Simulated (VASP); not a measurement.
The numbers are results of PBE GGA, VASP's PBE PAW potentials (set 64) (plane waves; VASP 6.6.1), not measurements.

Input for VASP

### INCAR
```
# general
SYSTEM  =  SiO2
PREC    =  Accurate
ENCUT   =  620   # plane-wave cut-off (eV)
LREAL   =  .FALSE.   # projection in real space or not
LASPH   =  .TRUE.   # aspherical one-centre terms

# electronic loop
EDIFF   =  1E-6   # SCF stop (eV)
NELM    =  100   # most electronic steps
ALGO    =  Normal   # blocked Davidson

# smearing
ISMEAR  =  0
SIGMA   =  0.05

# functional
GGA     =  PE   # PBE

# ions
IBRION  =  2   # conjugate gradients
NSW     =  40   # most ionic steps
ISIF    =  3
EDIFFG  =  -0.02

# output
LWAVE   =  .FALSE.
LCHARG  =  .FALSE.
```

### POSCAR
```
SiO2
1
    4.2311389483     0.0000000000     0.0000000000
    0.0000000000     4.2311389483     0.0000000000
    0.0000000000     0.0000000000     2.6920535013
Si O
2 4
Direct
  0.0000000000   0.0000000000   0.0000000000
  0.5000000000   0.5000000000   0.5000000000
  0.3068069293   0.3068069293   0.0000000000
  0.8068069293   0.1931930707   0.5000000000
  0.1931930707   0.8068069293   0.5000000000
  0.6931930707   0.6931930707   0.0000000000
```

File KPOINTS:
```
kpoints
0
gamma
  5 5 8
0 0 0
```

POTCAR, in this order: Si O (PBE.64 set). Program: vasp_std.

### Question
Predict the energy per atom (σ→0), band gap (on the k-mesh).

### Answer

The energy per atom (σ→0) is -7.723 eV/atom and the band gap (on the k-mesh) comes out as 5.04 eV.

OSZICAR:
```
...
DAV:   7    -0.463149390623E+02   -0.23709E-01   -0.49977E-01  1416   0.506E+00    0.290E+00
DAV:   8    -0.463283074058E+02   -0.13368E-01   -0.18361E-02  1340   0.142E+00    0.109E+00
DAV:   9    -0.463348343880E+02   -0.65270E-02   -0.84446E-03  1408   0.100E+00    0.269E-01
DAV:  10    -0.463350698611E+02   -0.23547E-03   -0.87207E-04  1400   0.246E-01    0.510E-02
DAV:  11    -0.463350230122E+02    0.46849E-04   -0.20376E-04  1396   0.109E-01    0.759E-03
DAV:  12    -0.463350245185E+02   -0.15063E-05   -0.11649E-05  1400   0.251E-02    0.527E-03
DAV:  13    -0.463350242486E+02    0.26991E-06   -0.19865E-06   816   0.113E-02
   1 F= -.46335024E+02 E0= -.46335024E+02  d E =-.463350E+02
```

The compound is SiO2 in the rutile structure, stishovite, a high-pressure form. It was relaxed first.
